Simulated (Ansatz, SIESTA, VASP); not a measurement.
Code comparison for LaAlNi4 (P1, 6 atoms in the cell)

Self-consistent single point.

```yaml
crystal:
  lattice:
    - [2.57526, -4.22438, 0.00000]
    - [2.57526, 4.22438, 0.00000]
    - [0.00000, 0.00000, 4.02643]
  atoms:
    - { symbol: La, position: [0.49993, 0.50158, 0.99570] }
    - { symbol: Al, position: [0.00249, 0.99950, 0.50982] }
    - { symbol: Ni, position: [0.17181, 0.84093, 0.00498] }
    - { symbol: Ni, position: [0.82534, 0.17094, 0.99578] }
    - { symbol: Ni, position: [0.00337, 0.49930, 0.50045] }
    - { symbol: Ni, position: [0.49706, 0.98776, 0.49328] }
```

Shared settings, as Ansatz (a first-principles code) writes them: kpoints.mp_grid.grid = 4 4 4; magnetization.spin_orbit = true; scf.occupations.method = gaussian; scf.occupations.width = 0.2 eV. Potentials and cutoffs stand in the table.

```json
[
 {"code": "SIESTA", "model": "GGA PBEsol with spin-orbit coupling, numerical atomic orbitals DZP, PseudoDojo PBEsol fully relativistic norm-conserving potentials (rewritten from UPF to PSML)", "pressure (GPa)": "–", "largest force (eV/Å)": "0.398", "cutoff": "grid 300 Ry"},
 {"code": "Ansatz", "model": "PBEsol with spin-orbit coupling, default PAW files made with PBE", "pressure (GPa)": "-2.17", "largest force (eV/Å)": "0.416", "cutoff": "default"},
 {"code": "VASP", "model": "PBEsol, spin-orbit coupling, VASP's PBE PAW potentials (set 64)", "pressure (GPa)": "-2.23", "largest force (eV/Å)": "0.419", "cutoff": "300 eV"}
]
```

Size of the force on each atom (eV/Å): Sizes of forces hide their directions.

| code | La1 | Al2 | Ni3 | Ni4 | Ni5 | Ni6 |
|---|---|---|---|---|---|---|
| SIESTA | 0.103 | 0.398 | 0.363 | 0.265 | 0.130 | 0.353 |
| Ansatz | 0.120 | 0.416 | 0.309 | 0.250 | 0.085 | 0.316 |
| VASP | 0.121 | 0.419 | 0.305 | 0.251 | 0.085 | 0.311 |

A dash marks a value that a program does not give, or that is left out as unsure.

The spread over the programs that give each value: pressure within 0.06 GPa; largest force within 0.021 eV/Å.

SIESTA uses small atom-centred bases, whose incompleteness enters pressures, forces and empty levels differently from a plane-wave cutoff. Ansatz's pressure is given at a fixed set of plane waves, as the other plane-wave codes print theirs; with its correction for the finite basis it is -2.14 GPa.

The shared mesh is coarse (it stands for a supercell whose shortest vector is 16 Å), so the values are not converged in it.

VASP's run is marked for a possible Pulay error in its stress at this cutoff; no cutoff test was made.

The starting cell comes from a database of computed structures (which also holds hypothetical and non-ambient phases and stackings), without a prior relaxation at this level. Its atoms were displaced at random from the sites of space group no. 65.

Keys are those of Ansatz 0.2.
